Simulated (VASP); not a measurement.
Input:

```
CELL_PARAMETERS angstrom
      4.50065     0.00000     0.00000
     -2.25032     3.89767     0.00000
      0.00000     0.00000     5.10773
ATOMIC_POSITIONS crystal
  Ba 0.33333 0.66667 0.99899
  Ga 0.00000 0.00000 0.41900
  Sn 0.66667 0.33333 0.54173
  H  0.00000 0.00000 0.08398
```

Computed with LDA (Ceperley-Alder, Perdew-Zunger), VASP's LDA PAW potentials (set 64) (plane waves; VASP 6.6.1). Settings: 400 eV cut-off, Gaussian smearing of 0.050 eV, potentials Ba_sv Ga_d Sn_d H.

Unless said otherwise, spin-orbit coupling is left out, though it shifts the bands of the heavy elements here.

**Question.** Estimate the band gap (along the path) with the smallest direct gap where there is one.

**Answer.** 
band gap (along the path): 0.31 eV
smallest direct gap (along the path): 0.31 eV

Total energies compare only between runs with the same potentials, cut-off and functional.

The structure comes from a computed database's BaGaSnH entry (P3m1); how it stands against other phases isn't given here. It was relaxed first, which changed the volume by -10 %.
